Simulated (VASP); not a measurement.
Consider the following.

```
CELL_PARAMETERS angstrom
      1.37845    -2.38755     0.00000
      1.37845     2.38755     0.00000
      0.00000     0.00000     4.46652
ATOMIC_POSITIONS crystal
  Re 0.33333 0.66667 0.25000
  Re 0.66667 0.33333 0.75000
```

The numbers are results of r2SCAN meta-GGA, VASP's PBE PAW potentials (set 64) (plane waves; VASP), not measurements. Run with 400 eV cut-off, 14×14×8 Γ-centred mesh, first-order Methfessel-Paxton smearing of 0.10 eV, potentials Re.

Unless said otherwise, spin-orbit coupling is left out, though it shifts the bands of the heavy elements here.

### Question
Predict the energy per atom (σ→0), band gap (on the k-mesh) with the smallest direct gap where there is one.

### Answer

- band gap (on the k-mesh): none (metal, semimetal or under 0.01 eV)
- energy per atom (σ→0): -52.451 eV/atom

The compound is Re in the hcp structure. It was relaxed first. The start is the result of an earlier pass.
